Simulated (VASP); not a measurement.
Runs of VASP 6.6.1 on Ga11CuP12 (a cell with a defect). The cell holds a defect, 24 atoms: a = 11.562 Å, b = 7.708 Å, c = 7.708 Å, α = 60.00°, β = 60.00°, γ = 60.00°. 

```tsv
task	level	spin	U	fixed moment (μB)	cell	k mesh	mesh quality	pressure (GPa)	moment (μB)	largest force (eV/Å)
single point	PBEsol	collinear, ferromagnetic start	-	2	as given	2 × 2 × 2	coarse	-1.6	2.00	0.04
single point	PBEsol+U	collinear, ferromagnetic start	Cu d U = 5 eV	-	as given	2 × 2 × 2	coarse	-1.8	(a)	0.13
single point	PBEsol+U	collinear, ferromagnetic start	Cu d U = 7 eV	2	as given	2 × 2 × 2	coarse	-1.7	2.00	0.03
relaxation of the atoms	PBEsol+U	collinear, ferromagnetic start	Cu d U = 5 eV	2	atoms relaxed from: atoms moved at random, drawn with an rms of 0.05 Å	2 × 2 × 2	coarse	-1.6	2.00	0.02
single point	PBEsol+U	collinear, ferromagnetic start	Cu d U = 5 eV	2	as given	2 × 3 × 3	not flagged	-1.8	2.00	0.16
single point	PBEsol+U	collinear, zero start	Cu d U = 5 eV	0	as given	2 × 2 × 2	coarse	(b)	0.00	0.16
```

Alike in all rows: potentials or basis VASP PAW PBE potentials, release 64 (Cu, Ga_d, P); cutoff (eV) 350; smearing gaussian 0.03 eV.

**Question.** Fill in the values left out.

**Answer.** (a) 0.37; (b) -1.9.

Caveats: some runs use coarse meshes; the cutoff is under 1.25 times the usual one of these potentials, so pressure, stress and relaxed cells hold a basis-set (Pulay) error; the PAW data sets were made with another functional, which shifts forces and pressure a little; the total moment is fixed, so each spin has its own Fermi level (some runs); the U is typed as a test and isn't derived for this compound (some runs).
